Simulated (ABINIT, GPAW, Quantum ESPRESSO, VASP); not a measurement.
# One structure in several programs: SiSnPt5 (P4/mmm, 7 atoms in the cell)

Self-consistent single point, at a second geometry (lattice scaled by 0.98). First geometry:

```
SiSnPt5
1.0
    4.04672     0.00000     0.00000
    0.00000     4.04672     0.00000
    0.00000     0.00000     7.15583
Si Sn Pt
1 1 5
Direct
  0.00000   0.00000   0.50000
  0.50000   0.50000   0.00000
  0.00000   0.50000   0.29555
  0.00000   0.50000   0.70445
  0.50000   0.00000   0.29555
  0.50000   0.00000   0.70445
  0.00000   0.00000   0.00000
```

Shared settings, as Quantum ESPRESSO writes them: occupations = smearing; smearing = fermi-dirac; degauss = 0.0036749 Ry; K_POINTS = automatic 5 5 3 0 0 0. Potentials and cutoffs stand in the table.

```csv
code,model,ΔF from the first geometry (meV/atom),pressure (GPa),largest force (eV/Å),cutoff
Quantum ESPRESSO,"LDA (PZ), GBRV 1.5 ultrasoft (LDA) pseudopotentials",-68.3,-5.86,0.042,40 Ry
GPAW,"LDA (Perdew-Wang 92), GPAW PAW datasets LDA (gpaw-data 1.0.1)",-67.6,-5.12,0.097,600 eV
ABINIT,"LDA (PW92), norm-conserving pseudopotentials (PseudoDojo nc-sr-04 LDA standard)",-68.3,-5.15,0.024,84 Ry
VASP,"LDA (PZ), VASP's LDA PAW potentials (set 64)",-62.0,-4.79,0.065,300 eV
```

For Quantum ESPRESSO (by 0.7 GPa) and VASP (by 0.8 GPa) the energy change implies a higher mean pressure, against the two pressures, than for the other programs: a sign of finite-basis (Pulay) stress.

On Quantum ESPRESSO's run: spin-orbit coupling is off. Spin polarisation is off.

The spread over the programs that give each value: ΔF from the first geometry within 6.3 meV/atom; pressure within 1.07 GPa; largest force within 0.073 eV/Å.

The same LDA comes in different parametrisations, which differ slightly.

VASP's run is marked for a possible Pulay error in its stress at this cutoff; no cutoff test was made.

The starting cell comes from a database of computed structures (which also holds hypothetical and non-ambient phases and stackings), without a prior relaxation at this level. Its lattice was rescaled by a random factor within 2.5 % of one. For this run, on top of that: lattice scaled by 0.98.

Left out of this page: Ansatz, CP2K, Elk, FLEUR and SIESTA (not drawn, or without a comparable value).
